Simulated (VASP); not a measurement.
Nb:

```
CELL_PARAMETERS angstrom
-1.63500 1.63500 1.63500
1.63500 -1.63500 1.63500
1.63500 1.63500 -1.63500
ATOMIC_POSITIONS crystal
Nb 0.00000 0.00000 0.00000
```

The cell was built by a generator and needn't be a form met in nature.

| Property | Result |
| --- | --- |
| Program | VASP 6.6.1 |
| Task | relaxation of cell and atoms |
| Functional | LDA |
| Potentials or basis | VASP PAW LDA potentials, release 64 (Nb_sv) |
| Cutoff | 600 eV |
| k mesh | 18 × 18 × 18 |
| Occupations | methfessel-paxton, width 0.1 eV |
| Spin | no spin polarisation |

At the start: pressure -3.9 GPa; volume 17.48 Å³/atom.

Where does the relaxation end?

Over 4 steps the energy falls by 4.5 meV/atom and the volume is 17.11 Å³/atom (-2.1 %); space group Im-3m (No. 229, to 0.05 Å).

Step by step:
```
step  energy change (eV)  largest force (eV/Å)  pressure (GPa)  volume (Å³)
   1              0.0000                0.0000           -3.92        17.48
   2              0.0129                0.0000            8.29        16.42
   3             -0.0045                0.0000           -0.07        17.12
   4             -0.0045                0.0000            0.03        17.11
```

Final structure:
```
CELL_PARAMETERS angstrom
-1.62338 1.62338 1.62338
1.62338 -1.62338 1.62338
1.62338 1.62338 -1.62338
ATOMIC_POSITIONS crystal
Nb 0.00000 0.00000 0.00000
```
